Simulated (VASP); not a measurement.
Consider the following.

```xyz
2
Lattice="3.8835 -2.1648 -0.0304 3.8835 2.1648 -0.0304 2.7047 0.0000 3.5289" Properties=species:S:1:pos:R:3 pbc="T T T"
Sb     2.4718     0.0000     0.8187
Sb     7.9998     0.0000     2.6495
```

These are PBE GGA with D3 dispersion (Becke-Johnson damping), VASP's PBE PAW potentials (set 64) (plane waves; VASP) values and carry that method's errors. Run with 520 eV cut-off, Gaussian smearing of 0.050 eV, potentials Sb.

Unless said otherwise, spin-orbit coupling is left out, though it shifts the bands of the heavy elements here.

**Question.** Estimate the band gap (along the path) with the smallest direct gap where there is one.

**Answer.** 
* **band gap (along the path)**: 0.07 eV
* **smallest direct gap (along the path)**: 0.07 eV

The compound is Sb in the a7 structure. It was relaxed first.
